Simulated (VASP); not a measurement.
Output of a VASP run:

OUTCAR:
```
 ion  position               nearest neighbor table
   1  0.000  0.000  0.000-
  LATTYP: Found a body centered cubic cell.
 ALAT       =     5.3411680000
 Subroutine PRICEL returns:
 Original cell was already a primitive cell.
 Subroutine GETGRP returns: Found 48 space group operations
The static configuration has the point symmetry O_h .
The dynamic configuration has the point symmetry O_h .
 Subroutine INISYM returns: Found 48 space group operations
 Subroutine IBZKPT returns following result:
 Found     72 irreducible k-points:

 Following reciprocal coordinates:
            Coordinates               Weight
  0.000000  0.000000  0.000000      1.000000
  0.083333  0.000000  0.000000     12.000000
  0.166667  0.000000  0.000000     12.000000
  0.250000  0.000000  0.000000     12.000000
  0.333333  0.000000  0.000000     12.000000
  0.416667  0.000000  0.000000     12.000000
  0.500000  0.000000  0.000000      6.000000
  0.083333  0.083333  0.000000     24.000000
  0.166667  0.083333 -0.000000     48.000000
  0.250000  0.083333  0.000000     48.000000
  0.333333  0.083333  0.000000     48.000000
  0.416667  0.083333 -0.000000     48.000000
  0.166667  0.166667  0.000000     24.000000
  0.250000  0.166667  0.000000     48.000000
  0.333333  0.166667 -0.000000     48.000000
  0.416667  0.166667 -0.000000     24.000000
  0.250000  0.250000  0.000000     24.000000
  0.333333  0.250000  0.000000     48.000000
  0.333333  0.333333  0.000000      8.000000
  0.083333  0.083333  0.083333      8.000000
  0.166667  0.083333  0.083333     24.000000
  0.250000  0.083333  0.083333     24.000000
  0.333333  0.083333  0.083333     24.000000
  0.416667  0.083333  0.083333     12.000000
 -0.083333  0.083333  0.083333      6.000000
  0.166667  0.166667  0.083333     24.000000
  0.250000  0.166667  0.083333     48.000000
  0.333333  0.166667  0.083333     48.000000
 -0.166667  0.166667  0.083333     24.000000
  0.250000  0.250000  0.083333     24.000000
  0.333333  0.250000  0.083333     24.000000
 -0.250000  0.250000  0.083333     24.000000
 -0.166667  0.250000  0.083333     24.000000
 -0.333333  0.333333  0.083333     24.000000
 -0.250000  0.333333  0.083333     48.000000
 -0.416667  0.416667  0.083333     24.000000
 -0.333333  0.416667  0.083333     48.000000
 -0.250000  0.416667  0.083333     24.000000
  0.500000  0.500000  0.083333     12.000000
 -0.416667  0.500000  0.083333     48.000000
 Subroutine IBZKPT_HF returns following result:
   k-points           NKPTS =     72   k-points in BZ     NKDIM =     72   number of bands    NBANDS=      8
   number of dos      NEDOS =    301   number of ions     NIONS =      1
   total plane-waves  NPLWV =  21952
   dimension x,y,z NGX =    28 NGY =   28 NGZ =   28
   dimension x,y,z NGXF=    56 NGYF=   56 NGZF=   56
   ions per type =               1
   PREC   = accura    normal or accurate (medium, high low for compatibility)
   ISTART =      0    job   : 0-new  1-cont  2-samecut
   ICHARG =      2    charge: 1-file 2-atom 10-const
   ISPIN  =      1    spin polarized calculation?
   LNONCOLLINEAR =      F non collinear calculations
   LSORBIT =      F    spin-orbit coupling
   INIWAV =      1    electr: 0-lowe 1-rand  2-diag
   ENCUT  =  300.0 eV  22.05 Ry    4.70 a.u.   6.53  6.53  6.53*2*pi/ulx,y,z
   NELM   =    100;   NELMIN=  2; NELMDL= -5     # of ELM steps
   EDIFF  = 0.1E-07   stopping-criterion for ELM
   LREAL  =      F    real-space projection
   NLSPLINE    = F    spline interpolate recip. space projectors
   LMAXMIX     =    2 max onsite mixed and CHGCAR
   VOSKOWN=      0    Vosko Wilk Nusair interpolation
   EDIFFG = 0.1E-06   stopping-criterion for IOM
   NSW    =      1    number of steps for IOM
   NBLOCK =      1;   KBLOCK =      1    inner block; outer block
   IBRION =      8    ionic relax: 0-MD 1-quasi-New 2-CG
...
```

File OSZICAR:
```
       N       E                     dE             d eps       ncg     rms          rms(c)
DAV:   1     0.309656973208E+02    0.30966E+02   -0.28556E+03  1208   0.567E+02
DAV:   2    -0.261813231047E+00   -0.31228E+02   -0.31102E+02  1168   0.171E+02
DAV:   3    -0.103693858923E+01   -0.77513E+00   -0.77421E+00  1888   0.244E+01
DAV:   4    -0.104534427239E+01   -0.84057E-02   -0.83976E-02  1752   0.217E+00
DAV:   5    -0.104543798092E+01   -0.93709E-04   -0.93709E-04  1984   0.120E-01    0.212E+00
DAV:   6    -0.104541007372E+01    0.27907E-04   -0.11224E-03  1896   0.238E-01    0.129E+00
DAV:   7    -0.104570967522E+01   -0.29960E-03   -0.25981E-03  1784   0.370E-01    0.477E-02
DAV:   8    -0.104578858849E+01   -0.78913E-04   -0.12288E-04  1656   0.139E-01    0.151E-02
DAV:   9    -0.104579250141E+01   -0.39129E-05   -0.70037E-06  1904   0.199E-02    0.568E-03
DAV:  10    -0.104579227004E+01    0.23138E-06   -0.23477E-06  1872   0.124E-02    0.702E-04
DAV:  11    -0.104579225823E+01    0.11802E-07   -0.32978E-08  1704   0.177E-03    0.267E-04
DAV:  12    -0.104579216814E+01    0.90089E-07   -0.10263E-08  1768   0.698E-04    0.721E-05
DAV:  13    -0.104579217675E+01   -0.86071E-08   -0.32871E-10  1088   0.127E-04
   1 F= -.10457922E+01 E0= -.10433125E+01  d E =-.495930E-02
 Linear response reoptimize wavefunctions
DAV:   1    -0.104579218393E+01   -0.71826E-08   -0.79104E-11  1248   0.702E-05
DAV:   2    -0.104579218394E+01   -0.13642E-11   -0.15550E-11   912   0.180E-05
 Linear response DOF=           1
 Linear response progress:
  Degree of freedom:   1/  1
       N       E                     dE             d eps       ncg     rms          rms(c)
RMM:   1    -0.325512150447E+00   -0.32551E+00    0.34704E-01  3795   0.632E+00
RMM:   2    -0.314629265188E+00    0.10883E-01   -0.35578E-02  4753   0.154E+00    0.287E-02
RMM:   3    -0.316707187652E+00   -0.20779E-02   -0.51461E-03  5731   0.461E-01    0.200E-02
RMM:   4    -0.316789100919E+00   -0.81913E-04   -0.24242E-04  5583   0.123E-01    0.144E-02
RMM:   5    -0.316797961579E+00   -0.88607E-05   -0.37768E-05  6130   0.464E-02    0.119E-02
RMM:   6    -0.316810749982E+00   -0.12788E-04   -0.70733E-06  5454   0.231E-02    0.181E-03
RMM:   7    -0.316811619920E+00   -0.86994E-06   -0.13840E-06  6149   0.566E-03    0.202E-03
RMM:   8    -0.316810918880E+00    0.70104E-06   -0.21309E-06  5640   0.256E-03    0.554E-04
RMM:   9    -0.316811980906E+00   -0.10620E-05    0.37068E-06  6324   0.102E-03    0.206E-04
RMM:  10    -0.316811767238E+00    0.21367E-06    0.14603E-06  6477   0.389E-04    0.233E-04
RMM:  11    -0.316811151777E+00    0.61546E-06    0.21454E-06  5991   0.226E-04    0.723E-05
RMM:  12    -0.316810900798E+00    0.25098E-06    0.10186E-06  6609   0.119E-04    0.235E-05
RMM:  13    -0.316810887606E+00    0.13192E-07    0.11968E-06  6654   0.590E-05    0.660E-06
RMM:  14    -0.316810878322E+00    0.92847E-08    0.35051E-07  6294   0.370E-05    0.180E-06
RMM:  15    -0.316810880270E+00   -0.19482E-08    0.27222E-07  5982   0.265E-05    0.138E-06
RMM:  16    -0.316810879402E+00    0.86787E-09    0.12649E-07  4740   0.216E-05    0.146E-06
RMM:  17    -0.316810879144E+00    0.25843E-09    0.70819E-08  4435   0.193E-05    0.165E-06
 Linear response finished
```

### OUTCAR
```
------------------------ aborting loop because EDIFF is reached ----------------------------------------

   1 f  =    0.462280 THz     2.904592 2PiTHz   15.420009 cm-1     1.911837 meV
             X         Y         Z           dx          dy          dz
      0.000000  0.000000  0.000000     1.000000    0.000000    0.000000

   2 f  =    0.462280 THz     2.904592 2PiTHz   15.420009 cm-1     1.911837 meV
             X         Y         Z           dx          dy          dz
      0.000000  0.000000  0.000000     0.000000    1.000000    0.000000

   3 f  =    0.462280 THz     2.904592 2PiTHz   15.420009 cm-1     1.911837 meV
             X         Y         Z           dx          dy          dz
      0.000000  0.000000  0.000000     0.000000    0.000000    1.000000

 ELASTIC MODULI CONTR FROM IONIC RELAXATION (kBar)
 Direction    XX          YY          ZZ          XY          YZ          ZX
 --------------------------------------------------------------------------------
 XX           0.0000      0.0000      0.0000      0.0000      0.0000      0.0000
 YY           0.0000      0.0000      0.0000      0.0000      0.0000      0.0000
 ZZ           0.0000      0.0000      0.0000      0.0000      0.0000      0.0000
 XY           0.0000      0.0000      0.0000      0.0000      0.0000      0.0000
 YZ           0.0000      0.0000      0.0000      0.0000      0.0000      0.0000
 ZX           0.0000      0.0000      0.0000      0.0000      0.0000      0.0000
 --------------------------------------------------------------------------------
```
(Selected blocks of OUTCAR.)

**POSCAR**
```
K
1
   -2.6705840000     2.6705840000     2.6705840000
    2.6705840000    -2.6705840000     2.6705840000
    2.6705840000     2.6705840000    -2.6705840000
K
1
Direct
  0.0000000000   0.0000000000   0.0000000000
```

**Question.** Reconstruct the remaining input files.

**Answer.** One answer among several that fit: the input of the run itself, PBE GGA, plane waves, VASP's PBE PAW potentials (set 64).

### KPOINTS
```
Automatic mesh
0
gamma
 12 12 12
```

INCAR:
```
ALGO = Normal
EDIFF = 1E-8
ENCUT = 300
GGA = PE
IBRION = 8
ISIF = 2
ISMEAR = 0
LASPH = .TRUE.
LCHARG = .FALSE.
LEPSILON = .FALSE.
LREAL = .FALSE.
LWAVE = .FALSE.
NELM = 100
NSW = 1
PREC = Accurate
SIGMA = 0.1
SYSTEM = K
```

POTCAR, in this order: K_sv (PBE.64 set). Program: vasp_std.

At this cut-off the stress carries a Pulay error, which pulls relaxed volumes low.

The structure comes from a computed database's K entry; how it stands against other phases isn't given here. The cell was not relaxed at this level. The run is one of a series of settings (EDIFF = 1E-8, IBRION = 8, LEPSILON = .FALSE., NSW = 1 against the base run), some of them coarse on purpose.
